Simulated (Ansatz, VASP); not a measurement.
## SiC (Moissanite 3C) in two plane-wave programs

Wanted: the spread between two codes on one cell, functional and k mesh. The cell is taken from a series of runs on this material, whose earlier steps may have relaxed, scaled, displaced or heated it; both programs get it as it stands.

Main program and level: Ansatz 0.2.0; plane waves, with VASP 6.6.1 beside it; LDA.

**1. The starting structure**

It takes space group F-43m (No. 216, cubic). Conventional cell: a = 4.271 Å, b = 4.271 Å, c = 4.271 Å, α = 90.00°, β = 90.00°, γ = 90.00°. Nearest to C lie 4 Si at 1.85 Å. Si has 4 C at 1.85 Å nearest. Farther neighbours are not listed.

**2. Ansatz: single point, LDA, pair 1**

Ansatz runs on its PAW soft_1 files.

With cell and atoms fixed, the geometry can't cause a difference; cores, projectors, grids and the points listed under the comparison can.

The input, input.yaml:

```yaml
crystal:
  lattice:
    - [0.0, 2.1352800827, 2.1352800827]
    - [2.1352800827, 0.0, 2.1352800827]
    - [2.1352800827, 2.1352800827, 0.0]
  atoms:
    - { symbol: C, position: [0.75, 0.75, 0.75] }
    - { symbol: Si, position: [0.0, 0.0, 0.0] }
kpoints:
  mp_grid: { grid: [12, 12, 12] }
hamiltonian:
  xc: lda
  pseudopotentials: { kind: paw, azcp: { folder: soft_1 }, xc_functional: pbe }
scf:
  occupations: { method: gaussian, width: 0.02 }
output:
  forces: true
  stress: true
  eigenvalues: true
```

On the command line:

```console
ansatz run input.yaml --threads 4 --pin off --max-ram 10240MiB --backend cpu --events-out ev --progress --plain --runs-dir out
```

Numbers of over 12 decimals in the logs are rounded to 6 here.

What it wrote:

```text
Engine: ansatz 0.2.0, aarch64-unknown-linux-gnu
Pseudopotentials: kind: paw
Pseudopotential: C, paw, valence charge 4, recommended cutoff 420 eV (normal), soft_1/C.paw.azcp
Pseudopotential: Si, paw, valence charge 4, recommended cutoff 420 eV (normal), soft_1/Si.paw.azcp
Functional definition: SPW92
  exchange = slater_x
  correlation = pw_c
Crystal: 2 atoms, lattice volume = 19.471 Å³
Basis set: ecut = 420 eV, 339 PW (Γ)
Bands: 8, of which v1, the nominal top of the filled ones, is band 4 counted from 1 (3 counted from 0)
Symmetry: 24 space group operations
Space group: F-43m (ITA 216), of the structure as read, at distance tolerance 2.7e-5 Å
k-points: 72 of 1728 (time reversal used)
Non-local potential: C, projectors of the file, l = 0: 2, l = 1: 2, l = 2: 1
Non-local potential: Si, projectors of the file, l = 0: 2, l = 1: 2, l = 2: 1
PAW form: soft (Blöchl's): semilocal exchange-correlation on the pseudo side does not see the compensation charge
PAW frozen core: C, regenerated for the run's functional, and the local potential with it (the file was generated under x = pbe(κ = 0.804, μ = 0.219515), c = pbe(β = 0.066725))
PAW frozen core: Si, regenerated for the run's functional, and the local potential with it (the file was generated under x = pbe(κ = 0.804, μ = 0.219515), c = pbe(β = 0.066725))
PAW one-centre angular grid: C, 110 points (default); XC on 64 Gauss nodes
PAW one-centre angular grid: Si, 110 points (default); XC on 64 Gauss nodes
Initial density: superposition of atomic densities (chi_scale 0.1, normalization cell, long waves kept (reshape's long-wave potential 0.00 eV rms))
Initial wavefunctions: pseudopotential atomic-orbital guess
Functional: x = slater, c = lda
SCF iter   1: F=—  HF=-853.899396 eV  |F-HF|=—  |Δ(HF+E_count)|=         —  Δρ=1.50e-1  dr2=5.17e0  ethr=3.10e-3  ⟨swp⟩=6.1  Hψ=4916  notcnv=0
preconditioner: auto → none  [insulator: Δε(μ)=3.413 eV  Ē_g=15.291 eV  σ=0.020 eV  W_gap=1.00  n_scr=0 (ndim 8)  ℏωp=23.8 eV  f_vac=0.000  D(μ)=0.00/eV (n_scr^D=0)  ε∞_Penn≈3.4]
SCF iter   2: F=—  HF=-852.278508 eV  |F-HF|=—  |Δ(HF+E_count)|=    1.62e0  Δρ=5.02e-2  dr2=3.03e-1  ethr=3.10e-3  ⟨swp⟩=3.1  Hψ=2000  notcnv=0
SCF iter   3: F=—  HF=-852.188763 eV  |F-HF|=—  |Δ(HF+E_count)|=   8.97e-2  Δρ=1.91e-2  dr2=3.63e-2  ethr=3.10e-3  ⟨swp⟩=2.3  Hψ=1212  notcnv=0
SCF iter   4: F=—  HF=-852.180194 eV  |F-HF|=—  |Δ(HF+E_count)|=   8.57e-3  Δρ=1.53e-3  dr2=2.20e-4  ethr=4.54e-4  ⟨swp⟩=2.0  Hψ=867  notcnv=0
SCF iter   5: F=—  HF=-852.180250 eV  |F-HF|=—  |Δ(HF+E_count)|=   5.56e-5  Δρ=1.53e-4  dr2=1.45e-6  ethr=2.75e-6  ⟨swp⟩=2.3  Hψ=853  notcnv=0
SCF iter   6: F=—  HF=-852.180252 eV  |F-HF|=—  |Δ(HF+E_count)|=   1.87e-6  Δρ=2.40e-5  dr2=4.90e-8  ethr=1.25e-9  ⟨swp⟩=6.8  Hψ=3256  notcnv=0
SCF iter   7: F=-852.180252 eV  HF=-852.180252 eV  |F-HF|=2.39e-11  |Δ(HF+E_count)|=   1.18e-8  Δρ=2.85e-6  dr2=5.32e-10  ethr=6.13e-10  ⟨swp⟩=2.6  Hψ=1848  notcnv=0
SCF 1 converged in 7 iterations: F = -852.180252 eV  dr2 = 5.32e-10
  greatest PAW one-centre occupation: 0.647 electrons in one spin orbital (limit 2), on the C atom at site 0 (counted from 0), in its partial waves of l = 0
SCF converged after 7 iterations
Free energy (F): -852.180252 eV
Harris-Foulkes:  -852.180252 eV  (|F-HF|=2.39e-11)
Internal energy: -852.180252 eV  (E = F + TS)
E sigma→0 (E₀):  -852.180252 eV
Fermi energy:    10.659290 eV
--- Per-component energies (eV) ---
  E_band       = 31.999485
  E_kinetic    = 136.585042
  E_local      = -93.274672  (includes V_loc(G=0)·N_el)
  E_nonlocal   = 47.892819
  E_hartree    = 30.940596
  E_xc         = -105.983093
  E_vxc        = -110.101103  (∫ρ·V_xc dr)
  E_paw        = -577.873418  (= ΣΔE_a)
  E_vpaw       = -10.983776  (= ΣTr[D̂ρ^β])
  E_aug_tail   = 0.000047  (compensation charges beyond the density's cutoff)
  E_ewald      = -290.614736
  E_core_change = 0.147163  (= ΣΔE_core)
  E_smearing   = -0.000000  (= −TS)
  E_closure    = -0.000000  (closes the sum)
  Σ components = -852.180252   (vs F -852.180252, Δ=0.00e0)
--- Forces (eV/Å), atoms counted from 1 ---
  atom   1  C      0.00000000    -0.00000000    -0.00000000
  atom   2  Si    -0.00000000     0.00000000     0.00000000
  max |Σ_I F_I| component: 5.55e-17 eV/Å
--- Stress (GPa, compression-positive) ---
       10.156260       0.000000      -0.000000
        0.000000      10.156260       0.000000
       -0.000000       0.000000      10.156260
  P = ⅓ Tr σ = 10.1563 GPa (101.563 kbar)
--- Band table (eV; the first three rows and the last of 72) ---
  k-point 0: bands = ["-5.7815", "10.0276", "10.0276", "10.0276", "17.0042", "17.6515", "17.6515", "17.6515"]
  k-point 1: bands = ["-5.6387", "9.3024", "9.9303", "9.9303", "17.1257", "17.8327", "17.8327", "17.8989"]
  k-point 2: bands = ["-5.2140", "7.6301", "9.6909", "9.6909", "16.8651", "18.1743", "18.1743", "18.8773"]
  k-point 71: bands = ["-0.1094", "2.9024", "4.7244", "5.0759", "15.2536", "19.8827", "19.9313", "20.0286"]
```

In the SCF lines HF is the Harris–Foulkes energy and dr2 the Hartree energy of the density residual, in eV; the loop may stop once dr2 is under the threshold and the program's other checks hold. Hψ counts applications of the Hamiltonian.

The run ends at a pressure of 10.16 GPa.

**3. VASP: single point, LDA, pair 1**

The same cell, functional (in two slightly different forms), mesh and smearing now go to VASP, with its own data sets.

Lines of VASP's logs that name or quote its potential files are left out, and so is its time.

The input, INCAR:

```
SYSTEM = SiC
PREC = Accurate
ENCUT = 600
EDIFF = 1E-06
NELM = 120
ISMEAR = 0
SIGMA = 0.02
LREAL = .FALSE.
ALGO = Normal
GGA = PW92
NBANDS = 10
LORBIT = 11
LWAVE = .FALSE.
LCHARG = .FALSE.
ISIF = 2
LASPH = .TRUE.
GGA_COMPAT = .FALSE.
EFERMI = MIDGAP
```

The input, POSCAR:

```
SiC
1.0
    0.0000000000      2.1352800827      2.1352800827
    2.1352800827      0.0000000000      2.1352800827
    2.1352800827      2.1352800827      0.0000000000
C Si
1 1
Direct
    0.7500000000      0.7500000000      0.7500000000
    0.0000000000      0.0000000000      0.0000000000
```

The input, KPOINTS:

```
Automatic mesh
0
Gamma
12 12 12
0 0 0
```

Potentials, in the order of the species: C and Si (LDA family, release 64).

On the command line:

```console
mpirun -np 1 vasp_std
```

What it wrote:

```text
[banner, memory and clock lines left out]
running    1 mpi-ranks, on    1 nodes
 distrk:  each k-point on    1 cores,    1 groups
 distr:  one band on    1 cores,    1 groups

 POSCAR found type information on POSCAR C Si
 POSCAR found :  2 types and       2 ions
|                                                                             |
|               ----> ADVICE to this user running VASP <----                  |
|                                                                             |
|     You enforced a specific xc type in the INCAR file but a different       |
|     [... a line on the potential file left out ...]
|     I HOPE YOU KNOW WHAT YOU ARE DOING!                                     |
|                                                                             |

 LDA part: xc-table for (Slater(with rela. corr.)+PW92), standard interpolation
 POSCAR, INCAR and KPOINTS ok, starting setup
 FFT: planning ... GRIDC
 FFT: planning ... GRID_SOFT
 FFT: planning ... GRID
 WAVECAR not read
 entering main loop
       N       E                     dE             d eps       ncg     rms          rms(c)
DAV:   1     0.455173457223E+01    0.45517E+01   -0.45922E+03  1496   0.777E+02
DAV:   2    -0.181215495000E+02   -0.22673E+02   -0.21360E+02  1876   0.122E+02
DAV:   3    -0.188602677896E+02   -0.73872E+00   -0.73696E+00  1716   0.192E+01
DAV:   4    -0.188636257036E+02   -0.33579E-02   -0.33577E-02  1662   0.155E+00
DAV:   5    -0.188636414332E+02   -0.15730E-04   -0.15729E-04  1650   0.101E-01    0.974E+00
DAV:   6    -0.167403811052E+02    0.21233E+01   -0.76685E+00  1500   0.136E+01    0.433E+00
DAV:   7    -0.166507543690E+02    0.89627E-01   -0.45387E-01  1704   0.417E+00    0.190E+00
DAV:   8    -0.166301303309E+02    0.20624E-01   -0.28145E-02  1534   0.110E+00    0.181E-01
DAV:   9    -0.166297743870E+02    0.35594E-03   -0.17906E-03  1740   0.251E-01    0.957E-02
DAV:  10    -0.166297867149E+02   -0.12328E-04   -0.10553E-04  1528   0.696E-02    0.323E-02
DAV:  11    -0.166297872201E+02   -0.50522E-06   -0.22020E-06  1622   0.109E-02
   1 F= -.16629787E+02 E0= -.16629787E+02  d E =0.000000E+00
```

Parts of OUTCAR (step 3):

```text
ion  position               nearest neighbor table
   1  0.750  0.750  0.750-   2 1.85   2 1.85   2 1.85   2 1.85
   2  0.000  0.000  0.000-   1 1.85   1 1.85   1 1.85   1 1.85

  LATTYP: Found a face centered cubic cell.
 ALAT       =     4.2705601654

 Subroutine GETGRP returns: Found 24 space group operations
 (whereof 24 operations were pure point group operations)

The static configuration has the point symmetry T_d .

 Found     72 irreducible k-points:

   k-points           NKPTS =     72   k-points in BZ     NKDIM =     72   number of bands    NBANDS=     10

   dimension x,y,z NGX =    24 NGY =   24 NGZ =   24
   dimension x,y,z NGXF=    48 NGYF=   48 NGZF=   48

   ENCUT  =  600.0 eV  44.10 Ry    6.64 a.u.   6.03  6.03  6.03*2*pi/ulx,y,z

   NELECT =       8.0000    total number of electrons

 k-points in reciprocal lattice and weights: Automatic mesh
   0.00000000  0.00000000  0.00000000       0.001
   0.08333333  0.00000000  0.00000000       0.005
   0.16666667  0.00000000  0.00000000       0.005
   0.25000000  0.00000000  0.00000000       0.005
   0.33333333  0.00000000  0.00000000       0.005
   0.41666667  0.00000000  0.00000000       0.005
   0.50000000  0.00000000  0.00000000       0.002
   0.08333333  0.08333333  0.00000000       0.003
   0.16666667  0.08333333  0.00000000       0.014
[...]
-0.33333333  0.50000000  0.16666667       0.007
  -0.25000000  0.50000000  0.25000000       0.003

 average (electrostatic) potential at core
       1 -48.1556       2 -81.0887

 E-fermi :   9.3944

 k-point     1 :       0.0000    0.0000    0.0000
  band No.  band energies     occupation
      1      -7.0293      2.00000
      2       8.7661      2.00000
      3       8.7661      2.00000
      4       8.7661      2.00000
      5      15.7814      0.00000
      6      16.3924      0.00000
      7      16.3924      0.00000
      8      16.3924      0.00000
      9      23.5893      0.00000
    ...

 k-point     2 :       0.0833    0.0000    0.0000
  band No.  band energies     occupation
      1      -6.8865      2.00000
      2       8.0430      2.00000
      3       8.6698      2.00000
      4       8.6698      2.00000
      5      15.8909      0.00000
      6      16.5740      0.00000
      7      16.5740      0.00000
      8      16.6518      0.00000
      9      22.7927      0.00000
    ...

 k-point     3 :       0.1667    0.0000    0.0000
  band No.  band energies     occupation
      1      -6.4617      2.00000
      2       6.3727      2.00000
      3       8.4314      2.00000
      4       8.4314      2.00000
      5      15.6203      0.00000
      6      16.9158      0.00000
      7      16.9158      0.00000
      8      17.6392      0.00000
      9      21.9645      0.00000
    ...

  Total        1.2260826      1.2260826      1.2260826      0.0000000      0.0000000      0.0000000
  in kB      100.8871294    100.8871294    100.8871294      0.0000000      0.0000000      0.0000000
  external PRESSURE =     100.8871294 kB  Pullay stress =       0.0000000 kB

  energy-cutoff  :      600.00
  volume of cell :       19.47
      direct lattice vectors                 reciprocal lattice vectors
     0.000000000  2.135280083  2.135280083    -0.234161319  0.234161319  0.234161319
     2.135280083  0.000000000  2.135280083     0.234161319 -0.234161319  0.234161319
     2.135280083  2.135280083  0.000000000     0.234161319  0.234161319 -0.234161319

 POSITION                                       TOTAL-FORCE (eV/Angst)
 -----------------------------------------------------------------------------------
      3.20292      3.20292      3.20292        -0.000000     -0.000000     -0.000000
      0.00000      0.00000      0.00000         0.000000      0.000000      0.000000
 -----------------------------------------------------------------------------------
    total drift:                               -0.000000     -0.000000     -0.000000

  FREE ENERGIE OF THE ION-ELECTRON SYSTEM (eV)
  ---------------------------------------------------
  free  energy   TOTEN  =       -16.6297872201 eV

  energy  without entropy=      -16.6297872201  energy(sigma->0) =      -16.62978722

 total charge
# of ion       s       p       d       tot
------------------------------------------
    1        0.834   1.771   0.000   2.605
    2        0.719   1.030   0.000   1.748
--------------------------------------------------
tot          1.553   2.800   0.000   4.354

[... 3 further parts left out ...]
```

The run ends at a pressure of 10.09 GPa.

**4. Side by side**

Known differences besides the potentials themselves: the cutoff is 420 eV in Ansatz and 600 eV in VASP; VASP's log shows a relativistic correction to its local exchange, Ansatz's none. Total energies have different zeros and are not compared.

The two programs side by side:

```csv
quantity,Ansatz,VASP,difference
pressure (GPa),10.16,10.09,+0.07
gap on the k mesh (eV),1.263,1.257,+0.007
```

A gap on the mesh is an upper bound, since the band edges may lie between its points.

**5. Ansatz: single point, LDA, pair 2**

With cell and atoms fixed, the geometry can't cause a difference; cores, projectors, grids and the points listed under the comparison can. The cell compared in this pair holds 19.07 Å³, against 19.47 Å³ for the pair before.

The cell is taken from a series of runs on this material, whose earlier steps may have relaxed, scaled, displaced or heated it; both programs get it as it stands.

input.yaml, the sections that differ from step 2:

```yaml
crystal:
  lattice:
    - [0.0, 2.1203475656, 2.1203475656]
    - [2.1203475656, 0.0, 2.1203475656]
    - [2.1203475656, 2.1203475656, 0.0]
  atoms:
    - { symbol: C, position: [0.75, 0.75, 0.75] }
    - { symbol: Si, position: [0.0, 0.0, 0.0] }
# kpoints, hamiltonian, scf, output: as in step 2
```

On the command line:

```console
ansatz run input.yaml --threads 4 --pin off --max-ram 10240MiB --backend cpu --events-out ev --progress --plain --runs-dir out
```

What it wrote:

```text
[...]
Crystal: 2 atoms, lattice volume = 19.066 Å³
Basis set: ecut = 420 eV, 339 PW (Γ)
Bands: 8, of which v1, the nominal top of the filled ones, is band 4 counted from 1 (3 counted from 0)
Symmetry: 24 space group operations
[...]
k-points: 72 of 1728 (time reversal used)
[...]
Free energy (F): -852.147196 eV
[...]
Internal energy: -852.147196 eV  (E = F + TS)
E sigma→0 (E₀):  -852.147196 eV
Fermi energy:    10.927819 eV
[...]
--- Stress (GPa, compression-positive) ---
       16.027339       0.000000      -0.000000
       -0.000000      16.027339       0.000000
       -0.000000       0.000000      16.027339
  P = ⅓ Tr σ = 16.0273 GPa (160.273 kbar)
--- Band table (eV; the first three rows and the last of 72) ---
[...]
[key lines of the parts left out:]
SCF converged after 7 iterations
```

The run ends at a pressure of 16.03 GPa.

**6. VASP: single point, LDA, pair 2**

The same cell, functional (in two slightly different forms), mesh and smearing now go to VASP, with its own data sets.

INCAR is that of step 3.

The input, POSCAR:

```
SiC
1.0
    0.0000000000      2.1203475656      2.1203475656
    2.1203475656      0.0000000000      2.1203475656
    2.1203475656      2.1203475656      0.0000000000
C Si
1 1
Direct
    0.7500000000      0.7500000000      0.7500000000
    0.0000000000      0.0000000000      0.0000000000
```

KPOINTS is that of step 3.

On the command line:

```console
mpirun -np 1 vasp_std
```

What it wrote:

```text
[banner, memory and clock lines left out]
running    1 mpi-ranks, on    1 nodes
[...]
[... a notice as in an earlier step ...]

 LDA part: xc-table for (Slater(with rela. corr.)+PW92), standard interpolation
 POSCAR, INCAR and KPOINTS ok, starting setup
[...]
entering main loop
       N       E                     dE             d eps       ncg     rms          rms(c)
DAV:   1     0.474831500398E+01    0.47483E+01   -0.44688E+03  1456   0.774E+02
DAV:   2    -0.181763897266E+02   -0.22925E+02   -0.22148E+02  1874   0.123E+02
DAV:   3    -0.188976422649E+02   -0.72125E+00   -0.71923E+00  1706   0.191E+01
DAV:   4    -0.189007416120E+02   -0.30993E-02   -0.30991E-02  1640   0.153E+00
[...]
DAV:   9    -0.165963804366E+02    0.34810E-03   -0.17728E-03  1720   0.252E-01    0.968E-02
DAV:  10    -0.165963913678E+02   -0.10931E-04   -0.10192E-04  1522   0.687E-02    0.327E-02
DAV:  11    -0.165963918149E+02   -0.44712E-06   -0.18916E-06  1598   0.104E-02
   1 F= -.16596392E+02 E0= -.16596392E+02  d E =0.000000E+00
```

(Continued in part 2 of 2.)

[Lines on the potential files, build, host, timing and source positions are cut from VASP's logs without a mark.]

[Logs are printed without paths, hosts, clocks, repeated set-up lines and the standing remarks that a program may print on its own settings, such as how far it seeks lower states.]

[Hosts, paths, dates, database ids (printed as entryN), source tags and the programs' standing remarks are cut or masked in the printed files.]
